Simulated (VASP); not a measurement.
Input:

```yaml
crystal:
  lattice:
    - [1.66005, -2.87529, 0.00000]
    - [1.66005, 2.87529, 0.00000]
    - [0.00000, 0.00000, 14.04059]
  atoms:
    - { symbol: Mo, position: [0.33333, 0.66667, 0.25000] }
    - { symbol: Mo, position: [0.66667, 0.33333, 0.75000] }
    - { symbol: Se, position: [0.33333, 0.66667, 0.86903] }
    - { symbol: Se, position: [0.66667, 0.33333, 0.36903] }
    - { symbol: Se, position: [0.66667, 0.33333, 0.13097] }
    - { symbol: Se, position: [0.33333, 0.66667, 0.63097] }
```

Calculation: PBE GGA, VASP's PBE PAW potentials (set 64) (plane waves; VASP 6.6.1). Numerical set-up: 400 eV cut-off, Gaussian smearing of 0.050 eV, potentials Mo_sv Se.

Without a dispersion term in the relaxation, distances and binding between the weakly bound layers, chains or molecules are unreliable, and so is what depends on them.

Give the energies of bands 17 to 30 at the high-symmetry points, in eV from the valence-band maximum.

```tsv
band	Γ	M	K	A	L	H
17	-2.27	-4.09	-4.13	-2.27	-3.93	-4.07
18	-2.26	-3.79	-4.01	-2.27	-3.93	-4.07
19	-2.26	-2.90	-3.52	-2.03	-2.88	-3.58
20	-1.30	-2.87	-3.52	-2.03	-2.88	-3.58
21	-1.30	-2.08	-3.10	-1.29	-2.04	-3.01
22	-1.28	-1.98	-3.10	-1.29	-2.04	-3.01
23	-1.28	-0.86	-2.22	-1.29	-0.84	-2.26
24	-1.15	-0.86	-2.22	-1.29	-0.84	-2.26
25	-0.71	-0.83	-0.19	-0.20	-0.82	-0.15
26	0.00	-0.78	-0.10	-0.20	-0.82	-0.15
27	2.67	1.72	1.31	2.68	1.72	1.31
28	2.67	1.73	1.31	2.68	1.72	1.31
29	2.69	2.05	2.16	2.69	2.14	2.41
30	2.71	2.22	2.69	2.71	2.14	2.41
```

The gap is indirect, 1.18 eV, from the valence maximum at Γ to the conduction minimum at K-Γ at 0.44.

Measured: gap 1.09 eV (computed value off by +0.09 eV), as given by Li et al., (2013), arXiv:1302.0733.

The compound is MoSe2 in the 2H layered structure. It was relaxed first, which changed the volume by +11 %.
